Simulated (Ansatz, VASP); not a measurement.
**Ca2GeF6: VASP beside Ansatz**

INCAR

```
SYSTEM = Ca2GeF6
PREC = Accurate
ENCUT = 520
EDIFF = 1E-7
ISMEAR = 0
SIGMA = 0.1
LREAL = .False.
LASPH = .True.
NELM = 80
ALGO = Normal
ISIF = 2
LWAVE = .False.
LCHARG = .False.
GGA = PE
NBANDS = 48
```

Contents of KPOINTS:

```
Automatic mesh
0
Gamma
  4 4 4
  0 0 0
```

File POSCAR:

```
Ca2GeF6
1.0
    0.0000000000      4.0122109600      4.0122109600
    4.0122109600      0.0000000000      4.0122109600
    4.0122109600      4.0122109600      0.0000000000
Ca Ge F
2 1 6
Direct
    0.2500000000      0.2500000000      0.2500000000
    0.7500000000      0.7500000000      0.7500000000
    0.0000000000      0.0000000000      0.0000000000
    0.7632200000      0.2367800000      0.2367800000
    0.2367800000      0.7632200000      0.2367800000
    0.2367800000      0.7632200000      0.7632200000
    0.7632200000      0.2367800000      0.7632200000
    0.2367800000      0.2367800000      0.7632200000
    0.7632200000      0.7632200000      0.2367800000
```

Input for Ansatz:

```yaml
crystal:
  lattice:
    - [0.0, 4.01221096, 4.01221096]
    - [4.01221096, 0.0, 4.01221096]
    - [4.01221096, 4.01221096, 0.0]
  atoms:
    - { symbol: Ca, position: [0.25, 0.25, 0.25] }
    - { symbol: Ca, position: [0.75, 0.75, 0.75] }
    - { symbol: Ge, position: [0.0, 0.0, 0.0] }
    - { symbol: F, position: [0.76322, 0.23678, 0.23678] }
    - { symbol: F, position: [0.23678, 0.76322, 0.23678] }
    - { symbol: F, position: [0.23678, 0.76322, 0.76322] }
    - { symbol: F, position: [0.76322, 0.23678, 0.76322] }
    - { symbol: F, position: [0.23678, 0.23678, 0.76322] }
    - { symbol: F, position: [0.76322, 0.76322, 0.23678] }
basis:
  ecutwfc: 420
kpoints:
  mp_grid: { grid: [4, 4, 4] }
hamiltonian:
  xc: pbe
scf:
  occupations: { method: gaussian, width: 0.1 }
  lower_state_search: "off"
output:
  forces: true
  stress: true
  eigenvalues: true
```

Change from the starting cell: species swapped into the Cs2WBr6 type (Fm-3m, No. 225).

Alike in both runs: task single point; functional PBE; k mesh 4 × 4 × 4; occupations gaussian, width 0.1 eV; no spin polarisation.

|  | VASP | Ansatz |
| --- | --- | --- |
| version | VASP 6.6.1 | Ansatz 0.2.0 |
| potentials or method | VASP PAW PBE potentials, release 64 (Ca_sv, Ge_d, F) | scalar-relativistic, plane waves, PAW |
| plane-wave cutoff (eV) | 520 | 420 |
| valence electrons in the cell | 76 | 76 |

|  | VASP | Ansatz | Ansatz less VASP |
| --- | --- | --- | --- |
| gap on the k mesh at the Fermi level (eV) | none | none | - |
| pressure (GPa) | 11.2 | 11.0 | -0.16 |
| rms of the force components (eV/Å) | 1.359 | 1.320 | -0.0387 |

Atom by atom the forces differ by 0.039 eV/Å (rms over components). A gap of «none» marks a metal or a gap that the smearing closes. The functional is the same, so the differences come from potentials, cutoffs and numerics.

Caveats: forces of over 1 eV/Å show positions far from the minimum, so gaps and moduli don't describe the material at rest.
